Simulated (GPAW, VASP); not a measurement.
Given: the input of a run of VASP 6.6.1 on HfMoC2. Atoms were shifted at random by some hundredths of an Å from the given cell, which wasn't relaxed again for these runs. The cell comes from a database or a generator and needn't be the stable form of this composition.

File INCAR:

```
SYSTEM = HfMoC2
PREC = Accurate
ENCUT = 520
EDIFF = 1E-7
ISMEAR = -1
SIGMA = 0.05
LREAL = .False.
LASPH = .True.
NELM = 60
ALGO = Normal
ISIF = 2
LWAVE = .False.
LCHARG = .False.
GGA = PS
NBANDS = 24
```

File KPOINTS:

```
regular mesh
0
Gamma
  8 8 6
  0 0 0
```

File POSCAR:

```
HfMoC2
1.0
    3.1914230000      0.0000000000      0.0000000000
    0.0000000000      3.1914230000      0.0000000000
    0.0000000000      0.0000000000      4.4851640000
Hf Mo C
1 1 2
Direct
   -0.0087240000      0.0011950000     -0.0093970000
    0.5070810000      0.4984390000      0.5054810000
    0.4902260000      0.4772470000      0.0101300000
    0.0113420000     -0.0063310000      0.4960390000
```

Potentials or basis: VASP PAW PBE potentials, release 64 (Hf_pv, Mo_sv, C).

Launch:

```bash
$ cat potpaw_PBE.64/Hf_pv/POTCAR potpaw_PBE.64/Mo_sv/POTCAR potpaw_PBE.64/C/POTCAR > POTCAR
$ mpirun -np 1 vasp_std > vasp.out
```

Q: Translate it to GPAW 26.7.0 (ASE script). Potentials or basis there: PAW data sets generated for this functional, cutoff 800 eV.

A: As run (cutoffs and basis follow the program's own potentials, and thresholds, step limits or extra output files can differ):

Contents of run.py:

```python
from ase import Atoms
from ase.dft.bandgap import bandgap
from ase.io import write
from ase.units import GPa
from gpaw import GPAW, PW, setup_paths

setup_paths.insert(0, '.')

atoms = Atoms(['Hf', 'Mo', 'C', 'C'],
              cell=[[3.191423, 0.0, 0.0],
                    [0.0, 3.191423, 0.0],
                    [0.0, 0.0, 4.485164]],
              scaled_positions=[[-0.008724, 0.001195, -0.009397],
                                [0.507081, 0.498439, 0.505481],
                                [0.490226, 0.477247, 0.01013],
                                [0.011342, -0.006331, 0.496039]],
              pbc=True)

calc = GPAW(mode=PW(800),
            xc='PBEsol',
            kpts={'size': (8, 8, 6), 'gamma': True},
            occupations={'name': 'fermi-dirac', 'width': 0.05},
            nbands=33,
            convergence={'density': 1e-05, 'energy': 1e-05},
            maxiter=150,
            txt='gpaw.txt')
atoms.calc = calc
energy = atoms.get_potential_energy()
forces = atoms.get_forces()
stress = atoms.get_stress()
calc.write('gs.gpw')
write('result.traj', atoms)
print(f'Energy: {energy:.6f} eV')
print('Forces (eV/A):')
print(forces.round(4))
print('Stress (GPa):', (stress / GPa).round(3))
print('Fermi level:', round(calc.get_fermi_level(), 4), 'eV')
print(f'Gap: {bandgap(calc)[0]:.4f} eV, direct: {bandgap(calc, direct=True)[0]:.4f} eV')
```

Potentials or basis: PAW data sets generated in the run's folder for this functional, pw.

Launch:

```bash
$ gpaw-setup -f PBEsol C Hf Mo
$ OMP_NUM_THREADS=1 python run.py
```

Both were run:

|  | VASP | GPAW |
| --- | --- | --- |
| Pressure | -8.3 GPa | -7.4 GPa |
| Largest force | 1.274 eV/Å | 1.300 eV/Å |

The potentials hold 32 and 34 valence electrons a cell.

VASP's potentials were made for PBE.

Pressure is positive in compression.
